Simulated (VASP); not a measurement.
Here is the system:

```yaml
crystal:
  lattice:
    - [0.00000, 2.72800, 2.72800]
    - [2.72800, 0.00000, 2.72800]
    - [2.72800, 2.72800, 0.00000]
  atoms:
    - { symbol: Mg, position: [0.00000, 0.00000, 0.00000] }
    - { symbol: Se, position: [0.50000, 0.50000, 0.50000] }
```

Computed with PBE GGA with D3 dispersion (zero damping), VASP's PBE PAW potentials (set 64) (plane waves; VASP). Numerical set-up: 520 eV cut-off, Gaussian smearing of 0.050 eV, potentials Mg Se.

Task: Give the energies of bands 2 to 7 at the high-symmetry points, in eV from the valence-band maximum.

Result: 
```json
[
 {"band": "2", "Γ": "0.00", "X": "-4.25", "U": "-3.76", "L": "-4.94", "W": "-3.31"},
 {"band": "3", "Γ": "0.00", "X": "-1.78", "U": "-3.33", "L": "-0.58", "W": "-3.31"},
 {"band": "4", "Γ": "0.00", "X": "-1.78", "U": "-1.43", "L": "-0.58", "W": "-2.55"},
 {"band": "5", "Γ": "2.58", "X": "1.80", "U": "3.04", "L": "3.82", "W": "4.53"},
 {"band": "6", "Γ": "7.41", "X": "3.97", "U": "6.28", "L": "6.09", "W": "6.97"},
 {"band": "7", "Γ": "7.41", "X": "11.73", "U": "8.93", "L": "6.09", "W": "7.57"}
]
```

The gap is indirect, 1.80 eV, from the valence maximum at Γ to the conduction minimum at X.

The compound is MgSe in the rock salt structure. It was relaxed first.
